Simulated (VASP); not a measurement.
# Cu (Fm-3m) in VASP: elastic constants with PBE

Aim: the elastic constants of Cu with PBE.

Program: VASP 6.6.1. These are calculated values, not measurements. Logs are shortened: lines on timing, memory, paths and dates and some standing lists are left out, and cuts for length are marked.

**1. The crystal as given**

The structure is cubic, space group Fm-3m (No. 225). Conventional cell: a = 3.634 Å, b = 3.634 Å, c = 3.634 Å, α = 90.00°, β = 90.00°, γ = 90.00°. Cu (site symmetry m-3m) is surrounded by 12 Cu at 2.57 Å.

The cell was built by a generator and needn't be a form met in nature.

**2. Elastic constants, PBE**

POSCAR reads:

```
Cu
1.0
   -0.0000000000      1.8172224033      1.8172224033
    1.8172224033     -0.0000000000      1.8172224033
    1.8172224033      1.8172224033      0.0000000000
  Cu
     1
Direct
     0.0000000000000000    0.0000000000000000    0.0000000000000000
```

INCAR.step1 reads:

```
ALGO = Fast
EDIFF = 1E-8
EDIFFG = -0.002
ENCUT = 600
GGA = PE
IBRION = 2
ISIF = 3
ISMEAR = 1
KPAR = 8
LASPH = True
LCHARG = False
LREAL = False
LWAVE = False
NELM = 80
NSW = 40
PREC = Accurate
SIGMA = 0.4
```

INCAR.step2 reads:

```
ALGO = Fast
EDIFF = 1E-8
ENCUT = 600
GGA = PE
IBRION = 6
ISIF = 3
ISMEAR = 1
KPAR = 8
LASPH = True
LCHARG = False
LREAL = False
LWAVE = False
NELM = 80
NFREE = 2
NSW = 1
POTIM = 0.015
PREC = Accurate
SIGMA = 0.4
```

KPOINTS reads:

```
k-points
0
Gamma
  24 24 24
```

Potentials or basis: VASP PAW PBE potentials, release 64 (Cu).

Launch:

```bash
> cat potpaw_PBE.64/Cu/POTCAR > POTCAR
> cp INCAR.step1 INCAR
> mpirun -np 8 vasp_std > vasp.out
> cp CONTCAR POSCAR
> cp INCAR.step2 INCAR
> mpirun -np 8 vasp_std > vasp.out
```

OUTCAR:

```text
EDIFF = 1E-8
   ENCUT = 600
   GGA = PE
   IBRION = 6
   ISIF = 3
   ISMEAR = 1
   LASPH = True
   LREAL = False
   NELM = 80
   NFREE = 2
   NSW = 1
   POTIM = 0.015
   PREC = Accurate

 ion  position               nearest neighbor table
   1  0.000  0.000  0.000-

  LATTYP: Found a face centered cubic cell.
 ALAT       =     3.6347645858

  Lattice vectors:

 A1 = (   0.0000000000,   1.8173822929,   1.8173822929)
 A2 = (   1.8173822929,   0.0000000000,   1.8173822929)
 A3 = (   1.8173822929,   1.8173822929,   0.0000000000)

Analysis of symmetry for initial positions (statically):
=====================================================================
 Subroutine PRICEL returns:
 Original cell was already a primitive cell.

 Routine SETGRP: Setting up the symmetry group for a
 face centered cubic supercell.

 Subroutine GETGRP returns: Found 48 space group operations
 (whereof 48 operations were pure point group operations)
 out of a pool of 48 trial point group operations.

The static configuration has the point symmetry O_h .

Analysis of symmetry for dynamics (positions and initial velocities):
=====================================================================
 Subroutine PRICEL returns:
 Original cell was already a primitive cell.

 Routine SETGRP: Setting up the symmetry group for a
 face centered cubic supercell.

 Subroutine GETGRP returns: Found 48 space group operations
 (whereof 48 operations were pure point group operations)
 out of a pool of 48 trial point group operations.

The dynamic configuration has the point symmetry O_h .

 Subroutine INISYM returns: Found 48 space group operations
 (whereof 48 operations are pure point group operations),
 and found     1 'primitive' translations

----------------------------------------------------------------------------------------

                                     Primitive cell

[... 338 lines left out ...]
      2       4.4072      2.00000
      3       4.4072      2.00000
      4       4.4072      2.00000
      5       5.2084      2.00000
      6       5.2084      2.00000
      7      29.8471      0.00000
      8      32.3650      0.00000
      9      32.3672      0.00000
[... 265 lines left out ...]
 k-point    24 :       0.4583    0.0417    0.0000
  band No.  band energies     occupation
      1       2.3671      2.00000
      2       4.3661      2.00000
      3       4.4114      2.00000
      4       5.3756      2.00000
      5       5.7509      2.00000
      6       6.2840      2.00057
      7      11.8868     -0.00000
      8      28.0117      0.00000
      9      28.5195      0.00000

 [... further k-points ...]

------------------------ aborting loop because EDIFF is reached ----------------------------------------

  FORCE on cell =-STRESS in cart. coord.  units (eV):
  Direction    XX          YY          ZZ          XY          YZ          ZX
  --------------------------------------------------------------------------------------
  -------------------------------------------------------------------------------------
  Total       -0.0039796     -0.0039796     -0.0039796     -0.0000000     -0.0000000      0.0000000
  in kB       -0.5311073     -0.5311073     -0.5311073     -0.0000000     -0.0000000      0.0000000
  external PRESSURE =      -0.5311073 kB  Pullay stress =       0.0000000 kB
[... 16 lines left out ...]
  FREE ENERGIE OF THE ION-ELECTRON SYSTEM (eV)
  ---------------------------------------------------
  free  energy   TOTEN  =        -3.7280612961 eV

  energy  without entropy=       -3.7292266396  energy(sigma->0) =       -3.72844974

 INTERNAL STRAIN TENSORS FROM STRAINED CELLS
 ============================================

 INTERNAL STRAIN TENSOR FOR ION    1 for displacements in x,y,z  (eV/Angst):
          X           Y           Z          XY          YZ          ZX
  --------------------------------------------------------------------------------
  x     0.00000     0.00000     0.00000    -0.00000     0.00000     0.00000
  y     0.00000    -0.00000     0.00000    -0.00000     0.00000    -0.00000
  z    -0.00000     0.00000    -0.00000     0.00000     0.00000     0.00000

 INTERNAL STRAIN TENSORS FROM DISPLACED ATOMS
 ============================================

 INTERNAL STRAIN TENSOR FOR ION    1 for displacements in x,y,z  (eV/Angst):
          X           Y           Z          XY          YZ          ZX
  --------------------------------------------------------------------------------
  x     0.00000     0.00000     0.00000     0.00000     0.00000     0.00000
  y     0.00000     0.00000     0.00000     0.00000     0.00000     0.00000
  z     0.00000     0.00000     0.00000     0.00000     0.00000     0.00000

 Eigenvectors and eigenvalues of the dynamical matrix
 ----------------------------------------------------

   1 f  =    0.000000 THz     0.000000 2PiTHz    0.000000 cm-1     0.000000 meV
             X         Y         Z           dx          dy          dz
      0.000000  0.000000  0.000000     0.000000   -1.000000    0.000000

   2 f  =    0.000000 THz     0.000000 2PiTHz    0.000000 cm-1     0.000000 meV
             X         Y         Z           dx          dy          dz
      0.000000  0.000000  0.000000    -1.000000    0.000000    0.000000

   3 f  =    0.000000 THz     0.000000 2PiTHz    0.000000 cm-1     0.000000 meV
             X         Y         Z           dx          dy          dz
      0.000000  0.000000  0.000000     0.000000    0.000000    1.000000

--------------------------------------------------------------------------------------------------------

 ELASTIC MODULI CONTR FROM IONIC RELAXATION (kBar)
 Direction    XX          YY          ZZ          XY          YZ          ZX
 --------------------------------------------------------------------------------
 XX           0.0000      0.0000      0.0000      0.0000      0.0000      0.0000
 YY           0.0000      0.0000      0.0000      0.0000      0.0000      0.0000
 ZZ           0.0000      0.0000      0.0000      0.0000      0.0000      0.0000
 XY           0.0000      0.0000      0.0000      0.0000      0.0000      0.0000
 YZ           0.0000      0.0000      0.0000      0.0000      0.0000      0.0000
 ZX           0.0000      0.0000      0.0000      0.0000      0.0000      0.0000
 --------------------------------------------------------------------------------

 TOTAL ELASTIC MODULI (kBar)
 Direction    XX          YY          ZZ          XY          YZ          ZX
 --------------------------------------------------------------------------------
 XX        1308.3613    786.0345    786.0345     -0.0000     -0.0000      0.0000
 YY         786.0345   1308.3613    786.0345     -0.0000     -0.0000      0.0000
 ZZ         786.0345    786.0345   1308.3613     -0.0000     -0.0000      0.0000
 XY          -0.0000     -0.0000     -0.0000    810.9331      0.0000      0.0000
 YZ          -0.0000     -0.0000     -0.0000      0.0000    810.9331      0.0000
 ZX           0.0000      0.0000      0.0000      0.0000      0.0000    810.9331
 --------------------------------------------------------------------------------
```

Run time: 7.6 min. Hardware: 8 MPI ranks of Intel Xeon 6975P-C (Granite Rapids), shared host; peak memory 0.92 GiB.

What came out:

* Elastic constants C11, C12, C44: 131, 79, 81 GPa
* Voigt bulk modulus: 96 GPa

Elastic tensor in Voigt notation (GPa, in the Cartesian axes of the cell as first typed):
```
131  79  79   0   0   0
 79 131  79   0   0   0
 79  79 131   0   0   0
  0   0   0  81   0   0
  0   0   0   0  81   0
  0   0   0   0   0  81
```

Clamped-ion elastic tensor (GPa):
```
131  79  79   0   0   0
 79 131  79   0   0   0
 79  79 131   0   0   0
  0   0   0  81   0   0
  0   0   0   0  81   0
  0   0   0   0   0  81
```
